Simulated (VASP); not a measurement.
Energy against volume of Eu (bcc). Computed with PBE GGA, VASP's PBE PAW potentials (set 64) (plane waves; VASP 6.6.1).

The 4f electrons are frozen in the core of the lanthanide potential, so 4f levels, which can set the real gap, and their magnetism are missing.

| V (Å³/atom) | E (eV/atom) |
|---|---|
| 41.568 | -1.85539 |
| 42.895 | -1.86009 |
| 44.222 | -1.86112 |
| 45.548 | -1.85898 |
| 46.875 | -1.85413 |

**Question.** Fit a third-order Birch-Murnaghan equation of state.

**Answer.** 
- volume per atom: 43.96 Å³/atom
- bulk modulus: 13.0 GPa
- pressure derivative of the bulk modulus: 4.05
- lattice constant a: 444.7 pm

Measured: bulk modulus 10.9 GPa (computed value off by +19.3 %), as given by arXiv:1012.3782; a 4.582 Å at 293 K (computed value off by -3.0 %), as given by Wikipedia, Europium (infobox). The calculation is for a static lattice, while the measured bulk modulus, a hold thermal and zero-point effects, which are part of the difference.

The compound is Eu in the bcc structure. It was relaxed first, which changed the volume by -8 %.
